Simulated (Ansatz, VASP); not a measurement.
# Cross-check of SiC between VASP and Ansatz

Wanted: the spread between two codes on one cell, functional and k mesh. The cell is taken from a series of runs on this material, whose earlier steps may have relaxed, scaled, displaced or heated it; both programs get it as it stands.

Main program and level: Ansatz 0.2.0; plane waves, with VASP 6.6.1 beside it; zone-centre phonons at LDA.

### Step 1. Set-up

The structure is hexagonal, space group P6_3mc (No. 186). Conventional cell: a = 3.038 Å, b = 3.038 Å, c = 9.944 Å, α = 90.00°, β = 90.00°, γ = 120.00°. Nearest to C lie 4 Si at 1.86 to 1.87 Å. Nearest to C lie 4 Si at 1.86 Å. Nearest to Si lie 4 C at 1.86 to 1.87 Å. Nearest to Si lie 4 C at 1.86 Å. Farther neighbours are not listed.

As a file:

```
C Si
1.0
     3.03807    0.00000    0.00000
    -1.51904    2.63105    0.00000
     0.00000    0.00000    9.94436
C Si
4 4
Cartesian
  1.5190 0.8770 7.4564
  0.0000 1.7540 2.4842
  0.0000 0.0000 4.9766
  0.0000 0.0000 0.0044
  1.5190 0.8770 9.3261
  0.0000 1.7540 4.3539
  0.0000 0.0000 6.8409
  0.0000 0.0000 1.8687
```

### Step 2. VASP: zone-centre phonons, LDA

Second derivatives magnify differences that forces hide, and they need a tight electronic threshold.

Lines of VASP's logs that name or quote its potential files are left out, and so is its time.

Contents of INCAR:

```
SYSTEM = SiC
PREC = Accurate
ENCUT = 600
EDIFF = 1E-08
NELM = 120
ISMEAR = 0
SIGMA = 0.01
LREAL = .FALSE.
ALGO = Normal
GGA = CA
NBANDS = 24
LORBIT = 11
LWAVE = .FALSE.
LCHARG = .FALSE.
ISIF = 2
IBRION = 8
LEPSILON = .TRUE.
LASPH = .TRUE.
GGA_COMPAT = .FALSE.
EFERMI = MIDGAP
KPAR = 2
```

Contents of POSCAR:

```
SiC
1.0
    3.0380718529      0.0000000000      0.0000000000
   -1.5190359264      2.6310474031      0.0000000000
    0.0000000000      0.0000000000      9.9443591244
C Si
4 4
Direct
    0.6666666667      0.3333333333      0.7498129738
    0.3333333333      0.6666666667      0.2498129738
    0.0000000000      0.0000000000      0.5004446386
    0.0000000000      0.0000000000      0.0004446386
    0.6666666667      0.3333333333      0.9378284385
    0.3333333333      0.6666666667      0.4378284385
    0.0000000000      0.0000000000      0.6879129490
    0.0000000000      0.0000000000      0.1879129490
```

Contents of KPOINTS:

```
Automatic mesh
0
Gamma
9 9 4
0 0 0
```

PAW data sets: C and Si (LDA family, release 64).

Launch:

```
> mpirun -np 2 vasp_std
```

Numbers of over 12 decimals in the logs are rounded to 6 here.

The program printed:

```text
[banner, memory and clock lines left out]
running    2 mpi-ranks, on    1 nodes
 distrk:  each k-point on    1 cores,    2 groups
 distr:  one band on    1 cores,    1 groups

 POSCAR found type information on POSCAR C Si
 POSCAR found :  2 types and       8 ions
 LDA part: xc-table for (Slater(with rela. corr.)+CA(PZ))
 , standard interpolation
 POSCAR, INCAR and KPOINTS ok, starting setup
 FFT: planning ... GRIDC
 FFT: planning ... GRID_SOFT
 FFT: planning ... GRID
 WAVECAR not read
 entering main loop
       N       E                     dE             d eps       ncg     rms          rms(c)
DAV:   1     0.819578856973E+02    0.81958E+02   -0.16133E+04  1728   0.136E+03
DAV:   2    -0.677797453250E+02   -0.14974E+03   -0.13890E+03  2424   0.212E+02
DAV:   3    -0.751034375449E+02   -0.73237E+01   -0.72800E+01  2296   0.454E+01
DAV:   4    -0.751986985769E+02   -0.95261E-01   -0.95179E-01  2240   0.626E+00
DAV:   5    -0.752005256961E+02   -0.18271E-02   -0.18267E-02  2280   0.815E-01    0.190E+01
DAV:   6    -0.669381094490E+02    0.82624E+01   -0.24137E+01  2208   0.223E+01    0.877E+00
DAV:   7    -0.666415914235E+02    0.29652E+00   -0.23357E+00  2360   0.721E+00    0.344E+00
DAV:   8    -0.665704486250E+02    0.71143E-01   -0.14584E-01  2112   0.188E+00    0.111E+00
DAV:   9    -0.665595939568E+02    0.10855E-01   -0.19694E-02  2232   0.758E-01    0.159E-01
DAV:  10    -0.665596808754E+02   -0.86919E-04   -0.93305E-04  2224   0.176E-01    0.842E-02
DAV:  11    -0.665596897333E+02   -0.88580E-05   -0.29607E-05  2272   0.369E-02    0.236E-02
DAV:  12    -0.665596851764E+02    0.45569E-05   -0.85367E-06  2216   0.145E-02    0.861E-03
DAV:  13    -0.665596846210E+02    0.55537E-06   -0.21480E-06  2240   0.659E-03    0.139E-03
DAV:  14    -0.665596846299E+02   -0.89008E-08   -0.71342E-08  2256   0.170E-03
   1 F= -.66559685E+02 E0= -.66559685E+02  d E =0.000000E+00
 Linear response reoptimize wavefunctions to high precision
DAV:   1    -0.665596846312E+02   -0.12242E-08   -0.90967E-10  1664   0.208E-04
DAV:   2    -0.665596846313E+02   -0.12369E-09   -0.10404E-10  1480   0.670E-05
DAV:   3    -0.665596846312E+02    0.49567E-10   -0.19588E-11  1504   0.265E-05
 Linear response G [H, r] |phi>, progress :
  Direction:   1
       N       E                     dE             d eps       ncg     rms
RMM:   1    -0.150777009473E+03   -0.15078E+03    0.21939E+01  4491   0.747E+01
RMM:   2    -0.102842367684E+03    0.47935E+02   -0.15509E+01  2974   0.222E+01
RMM:   3    -0.102996550987E+03   -0.15418E+00   -0.30433E-01  3132   0.298E+00
RMM:   4    -0.102999579273E+03   -0.30283E-02   -0.11607E-02  3303   0.512E-01
RMM:   5    -0.102999598331E+03   -0.19058E-04   -0.10074E-03  3273   0.110E-01
RMM:   6    -0.102999597683E+03    0.64788E-06   -0.31560E-04  3365   0.308E-02
RMM:   7    -0.102999595220E+03    0.24624E-05   -0.22555E-04  3299   0.130E-02
RMM:   8    -0.102999596210E+03   -0.98916E-06   -0.10967E-04  3415   0.889E-03
RMM:   9    -0.102999598172E+03   -0.19627E-05   -0.40992E-04  3270   0.783E-03
RMM:  10    -0.102999597701E+03    0.47136E-06   -0.23597E-04  3025   0.750E-03
RMM:  11    -0.102999597883E+03   -0.18177E-06   -0.33683E-04  2772   0.737E-03
RMM:  12    -0.102999597819E+03    0.63639E-07   -0.24877E-04  2718   0.734E-03
 Linear response G [H, r] |phi>, progress :
  Direction:   2
       N       E                     dE             d eps       ncg     rms
RMM:   1    -0.172312310153E+03   -0.17231E+03   -0.30943E+02  4366   0.712E+01
RMM:   2    -0.129740051780E+03    0.42572E+02   -0.11880E+01  2960   0.200E+01
RMM:   3    -0.129871752429E+03   -0.13170E+00   -0.19234E-01  3088   0.249E+00
RMM:   4    -0.129874594601E+03   -0.28422E-02   -0.32904E-03  3275   0.396E-01
RMM:   5    -0.129874897548E+03   -0.30295E-03   -0.44605E-04  3265   0.775E-02
RMM:   6    -0.129874925909E+03   -0.28361E-04   -0.48542E-04  3322   0.222E-02
RMM:   7    -0.129874934373E+03   -0.84643E-05   -0.55179E-04  3300   0.114E-02
RMM:   8    -0.129874940426E+03   -0.60527E-05   -0.57893E-04  3354   0.936E-03
RMM:   9    -0.129874935574E+03    0.48520E-05   -0.71264E-04  3253   0.895E-03
RMM:  10    -0.129874936970E+03   -0.13964E-05   -0.57555E-04  2857   0.881E-03
RMM:  11    -0.129874936333E+03    0.63702E-06   -0.62384E-04  2699   0.875E-03
 Linear response G [H, r] |phi>, progress :
  Direction:   3
       N       E                     dE             d eps       ncg     rms
RMM:   1    -0.193404930269E+03   -0.19340E+03   -0.32905E+02  4507   0.754E+01
RMM:   2    -0.116198189525E+03    0.77207E+02   -0.17944E+01  2942   0.227E+01
RMM:   3    -0.116262357068E+03   -0.64168E-01   -0.40894E-01  3061   0.291E+00
RMM:   4    -0.116254484833E+03    0.78722E-02   -0.22843E-02  3241   0.466E-01
RMM:   5    -0.116253368460E+03    0.11164E-02   -0.28559E-03  3244   0.939E-02
RMM:   6    -0.116253202416E+03    0.16604E-03   -0.71554E-04  3309   0.250E-02
RMM:   7    -0.116253180070E+03    0.22346E-04   -0.52325E-04  3308   0.107E-02
[...]
Degree of freedom:   3/  8
       N       E                     dE             d eps       ncg     rms          rms(c)
RMM:   1    -0.129009092330E+00   -0.12901E+00    0.57849E-02 16578   0.171E+00
RMM:   2    -0.124729414230E+00    0.42797E-02   -0.49514E-03 12673   0.375E-01    0.217E-01
[...]
RMM:   2    -0.151660749277E-01    0.33518E-02   -0.11572E-03 12870   0.213E-01    0.136E-01
RMM:   3    -0.150723613331E-01    0.93714E-04    0.13640E-04 13545   0.556E-02    0.785E-02
RMM:   4    -0.151548310493E-01   -0.82470E-04    0.13888E-04 13089   0.520E-02    0.833E-03
RMM:   5    -0.151552615172E-01   -0.43047E-06   -0.30231E-05 13812   0.111E-02    0.229E-03
RMM:   6    -0.151538587961E-01    0.14027E-05    0.34800E-07 14236   0.155E-03    0.899E-04
RMM:   7    -0.151528748440E-01    0.98395E-06    0.17191E-06 14391   0.415E-04    0.121E-04
RMM:   8    -0.151527118789E-01    0.16297E-06    0.70804E-07 14431   0.148E-04    0.231E-05
RMM:   9    -0.151527712644E-01   -0.59385E-07    0.72577E-07 14684   0.806E-05    0.362E-06
RMM:  10    -0.151527565364E-01    0.14728E-07    0.75318E-07 15088   0.606E-05    0.190E-06
RMM:  11    -0.151527602346E-01   -0.36981E-08    0.67140E-07 14043   0.563E-05    0.450E-07
RMM:  12    -0.151527612972E-01   -0.10626E-08    0.63769E-07 11764   0.550E-05    0.120E-07
RMM:  13    -0.151527601522E-01    0.11449E-08    0.62519E-07 10522   0.548E-05    0.442E-08
 first order change of Fermi-energy  -0.41697E+00
 force on displaced ion       5 direction 1 : -21.283  -0.000  -0.000
 Born effective charge ion    5 direction 1 :   2.700  -0.000   0.000
 Linear response progress:
  Degree of freedom:   6/  8
       N       E                     dE             d eps       ncg     rms          rms(c)
RMM:   1    -0.468944213785E-01   -0.46894E-01    0.44896E-02  5710   0.126E+00
RMM:   2    -0.368337791029E-01    0.10061E-01   -0.47291E-03  3429   0.391E-01    0.164E-01
RMM:   3    -0.361114477000E-01    0.72233E-03   -0.91992E-04  3705   0.120E-01    0.923E-02
RMM:   4    -0.358781434602E-01    0.23330E-03   -0.60434E-04  3835   0.833E-02    0.292E-02
RMM:   5    -0.358768085265E-01    0.13349E-05   -0.24260E-04  3821   0.274E-02    0.678E-03
RMM:   6    -0.358732820641E-01    0.35265E-05   -0.31706E-05  3690   0.963E-03    0.281E-03
RMM:   7    -0.358736052999E-01   -0.32324E-06   -0.24690E-05  3773   0.319E-03    0.864E-04
RMM:   8    -0.358746503628E-01   -0.10451E-05   -0.16705E-05  3819   0.106E-03    0.289E-04
RMM:   9    -0.358743249743E-01    0.32539E-06   -0.14844E-05  3877   0.300E-04    0.146E-04
RMM:  10    -0.358740713741E-01    0.25360E-06   -0.11079E-05  3834   0.232E-04    0.255E-05
RMM:  11    -0.358738004816E-01    0.27089E-06   -0.89400E-06  3890   0.124E-04    0.792E-06
RMM:  12    -0.358738006224E-01   -0.14085E-09   -0.71287E-06  3939   0.851E-05    0.504E-06
RMM:  13    -0.358737832343E-01    0.17388E-07   -0.69708E-06  3984   0.787E-05    0.821E-07
RMM:  14    -0.358738467232E-01   -0.63489E-07   -0.76712E-06  3821   0.768E-05    0.382E-07
RMM:  15    -0.358738636473E-01   -0.16924E-07   -0.77636E-06  3063   0.759E-05    0.227E-07
RMM:  16    -0.358738607128E-01    0.29345E-08   -0.76790E-06  2927   0.757E-05    0.383E-08
 first order change of Fermi-energy  -0.36151E+00
 force on displaced ion       5 direction 3 :  -0.000   0.000 -32.383
 Born effective charge ion    5 direction 3 :   0.000   0.000   2.661
 Linear response progress:
  Degree of freedom:   7/  8
       N       E                     dE             d eps       ncg     rms          rms(c)
RMM:   1    -0.186719653985E-01   -0.18672E-01   -0.45622E-03 18939   0.810E-01
RMM:   2    -0.152859433994E-01    0.33860E-02   -0.17960E-03 12925   0.216E-01    0.136E-01
RMM:   3    -0.151885424667E-01    0.97401E-04   -0.38699E-04 13546   0.561E-02    0.784E-02
RMM:   4    -0.152699648019E-01   -0.81422E-04   -0.37392E-04 13138   0.522E-02    0.825E-03
RMM:   5    -0.152150536615E-01    0.54911E-04    0.15935E-05 13846   0.112E-02    0.231E-03
RMM:   6    -0.152182337455E-01   -0.31801E-05    0.33798E-07 14280   0.159E-03    0.892E-04
RMM:   7    -0.152175501518E-01    0.68359E-06   -0.26980E-07 14388   0.423E-04    0.135E-04
RMM:   8    -0.152171611106E-01    0.38904E-06    0.10796E-06 14462   0.159E-04    0.234E-05
RMM:   9    -0.152172354954E-01   -0.74385E-07    0.82179E-07 14661   0.871E-05    0.386E-06
RMM:  10    -0.152172299055E-01    0.55900E-08    0.71165E-07 15072   0.667E-05    0.211E-06
RMM:  11    -0.152172351791E-01   -0.52737E-08    0.74683E-07 14149   0.622E-05    0.495E-07
RMM:  12    -0.152172329016E-01    0.22775E-08    0.76202E-07 11973   0.609E-05    0.148E-07
RMM:  13    -0.152172324154E-01    0.48625E-09    0.76722E-07 10564   0.606E-05    0.635E-08
 first order change of Fermi-energy   0.43588E+00
 force on displaced ion       7 direction 1 : -21.520  -0.000  -0.000
 Born effective charge ion    7 direction 1 :   2.710  -0.000   0.000
 Linear response progress:
  Degree of freedom:   8/  8
       N       E                     dE             d eps       ncg     rms          rms(c)
RMM:   1    -0.489234305738E-01   -0.48923E-01    0.25942E-02  5733   0.126E+00
RMM:   2    -0.369386764148E-01    0.11985E-01   -0.62788E-03  3449   0.397E-01    0.165E-01
RMM:   3    -0.361329334382E-01    0.80574E-03   -0.19500E-03  3723   0.123E-01    0.929E-02
RMM:   4    -0.358708025180E-01    0.26213E-03   -0.14744E-03  3837   0.844E-02    0.301E-02
RMM:   5    -0.357937041950E-01    0.77098E-04   -0.34221E-04  3839   0.285E-02    0.721E-03
RMM:   6    -0.357908957922E-01    0.28084E-05   -0.12236E-04  3695   0.101E-02    0.296E-03
RMM:   7    -0.357838049773E-01    0.70908E-05   -0.40258E-05  3777   0.345E-03    0.927E-04
RMM:   8    -0.357878635917E-01   -0.40586E-05   -0.59908E-05  3807   0.112E-03    0.335E-04
RMM:   9    -0.357873437262E-01    0.51987E-06   -0.52684E-05  3857   0.340E-04    0.153E-04
RMM:  10    -0.357864469533E-01    0.89677E-06   -0.37573E-05  3843   0.255E-04    0.288E-05
RMM:  11    -0.357858030019E-01    0.64395E-06   -0.36444E-05  3897   0.141E-04    0.790E-06
RMM:  12    -0.357856516263E-01    0.15138E-06   -0.35909E-05  3948   0.968E-05    0.442E-06
RMM:  13    -0.357855537857E-01    0.97841E-07   -0.35213E-05  3944   0.886E-05    0.132E-06
RMM:  14    -0.357855064178E-01    0.47368E-07   -0.34560E-05  3886   0.873E-05    0.313E-07
RMM:  15    -0.357854936787E-01    0.12739E-07   -0.34486E-05  3246   0.864E-05    0.194E-07
RMM:  16    -0.357854903792E-01    0.32995E-08   -0.34662E-05  2916   0.862E-05    0.624E-08
 first order change of Fermi-energy  -0.12229E+00
 force on displaced ion       7 direction 3 :   0.000   0.000 -32.516
 Born effective charge ion    7 direction 3 :   0.000   0.000   2.950
 Born effective charges drift removed
 Linear response finished
```

(Continued in part 2 of 3.)

[Lines on the potential files, build, host, timing and source positions are cut from VASP's logs without a mark.]

[Logs are printed without paths, hosts, clocks, repeated set-up lines and the standing remarks that a program may print on its own settings, such as how far it seeks lower states.]

[Hosts, paths, dates, database ids (printed as entryN), source tags and the programs' standing remarks are cut or masked in the printed files.]
